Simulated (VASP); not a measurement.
Here is the system:

```yaml
crystal:
  lattice:
    - [0.00000, 2.17253, 2.17253]
    - [2.17253, 0.00000, 2.17253]
    - [2.17253, 2.17253, 0.00000]
  atoms:
    - { symbol: Al, position: [0.00000, 0.00000, 0.00000] }
    - { symbol: N, position: [0.25000, 0.25000, 0.25000] }
```

Computed with optB86b-vdW, VASP's PBE PAW potentials (set 64) (plane waves; VASP). Numerical set-up: 520 eV cut-off, 10×10×10 Γ-centred mesh, Gaussian smearing of 0.050 eV, potentials Al N.

### Question
Give the stress tensor in GPa (positive for a compressed cell).

### Answer

```
6.43  0.00  0.00
0.00  6.43  0.00
0.00  0.00  6.43
```
The pressure is its mean diagonal, 6.43 GPa.

The compound is AlN in the zinc blende structure, a metastable form; wurtzite is the usual one. This cell is one point of a volume scan, at 0.97 of the reference volume.
